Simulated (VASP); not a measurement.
All values below come from PBE GGA, VASP's PBE PAW potentials (set 64) (plane waves; VASP).

The input files of a VASP run:

INCAR:
```
LREAL=F
EDIFF=1E-6   ! SCF stop (eV)
EDIFFG=-0.02   ! ionic stop
NELM=100   ! most electronic steps
ALGO=Normal   ! blocked Davidson
LCHARG=F
SIGMA=0.05
GGA=PE   ! PBE
ISIF=3   ! ions, shape and volume
LMAXMIX=4   ! l cut-off of mixed one-centre charges
PREC=Accurate
IBRION=2
ISMEAR=0
SYSTEM=CdSe
LASPH=T   ! aspherical one-centre terms
LWAVE=F
ENCUT=480
NSW=60   ! most ionic steps
```

KPOINTS:
```
Automatic mesh
0
Gamma
 5 5 3
0 0 0
```

### POSCAR
```
CdSe
1.0
  4.3949357121   0.0000000000   0.0000000000
 -2.1974678561   3.8061257228   0.0000000000
  0.0000000000   0.0000000000   7.1547723662
Cd Se
2 2
Cartesian
 -0.0000021975   2.5374184172   0.0007426918
  2.1974700535   1.2687073056   3.5781288749
 -0.0000021975   2.5374184172   2.6894517178
  2.1974700535   1.2687073056   6.2668379009
```

POTCAR, in this order: Cd Se (PBE.64 set). Program: vasp_std.

The resulting files:

**OSZICAR**
```
       N       E                     dE             d eps       ncg     rms          rms(c)
DAV:   1     0.227318396935E+03    0.22732E+03   -0.16286E+04   440   0.137E+03
DAV:   2     0.831512027190E+00   -0.22649E+03   -0.22196E+03   506   0.334E+02
DAV:   3    -0.116430537532E+02   -0.12475E+02   -0.12440E+02   512   0.771E+01
DAV:   4    -0.117573033586E+02   -0.11425E+00   -0.11419E+00   482   0.730E+00
DAV:   5    -0.117582524586E+02   -0.94910E-03   -0.94906E-03   530   0.617E-01    0.806E+00
DAV:   6    -0.110117649125E+02    0.74649E+00   -0.17035E+00   512   0.124E+01    0.638E+00
DAV:   7    -0.109805217143E+02    0.31243E-01   -0.56441E-01   512   0.411E+00    0.262E+00
DAV:   8    -0.109798450376E+02    0.67668E-03   -0.58536E-02   458   0.265E+00    0.353E-01
DAV:   9    -0.109796790036E+02    0.16603E-03   -0.93062E-03   506   0.119E+00    0.113E-01
DAV:  10    -0.109798475917E+02   -0.16859E-03   -0.99986E-04   488   0.368E-01    0.791E-02
DAV:  11    -0.109799743282E+02   -0.12674E-03   -0.32367E-04   482   0.121E-01    0.240E-02
DAV:  12    -0.109799421875E+02    0.32141E-04   -0.14091E-04   530   0.117E-01    0.736E-03
DAV:  13    -0.109799459411E+02   -0.37536E-05   -0.19927E-05   470   0.255E-02    0.863E-03
DAV:  14    -0.109799455168E+02    0.42430E-06   -0.11745E-06   376   0.639E-03
   1 F= -.10979946E+02 E0= -.10979946E+02  d E =-.109799E+02
```

### OUTCAR
```
------------------------ aborting loop because EDIFF is reached ----------------------------------------
  FORCE on cell =-STRESS in cart. coord.  units (eV):
  Direction    XX          YY          ZZ          XY          YZ          ZX
  --------------------------------------------------------------------------------------
  Total       -0.0412124     -0.0412124      0.0582084      0.0000000      0.0000000      0.0000000
  in kB       -0.5517052     -0.5517051      0.7792285      0.0000000      0.0000000      0.0000000
  external PRESSURE =      -0.1080606 kB  Pullay stress =       0.0000000 kB
  volume of cell :      119.68
      direct lattice vectors                 reciprocal lattice vectors
     4.394935712  0.000000000  0.000000000     0.227534614  0.131367179  0.000000000
    -2.197467856  3.806125723  0.000000000     0.000000000  0.262734358  0.000000000
     0.000000000  0.000000000  7.154772366     0.000000000  0.000000000  0.139766851
  FREE ENERGIE OF THE ION-ELECTRON SYSTEM (eV)
  ---------------------------------------------------
  free  energy   TOTEN  =       -10.9799455168 eV

  energy  without entropy=      -10.9799455168  energy(sigma->0) =      -10.97994552

 reached required accuracy - stopping structural energy minimisation
```
(Selected blocks of OUTCAR.)

The compound is CdSe in the wurtzite structure. It was relaxed first, which changed the volume by +7 %. The start is the result of an earlier pass.
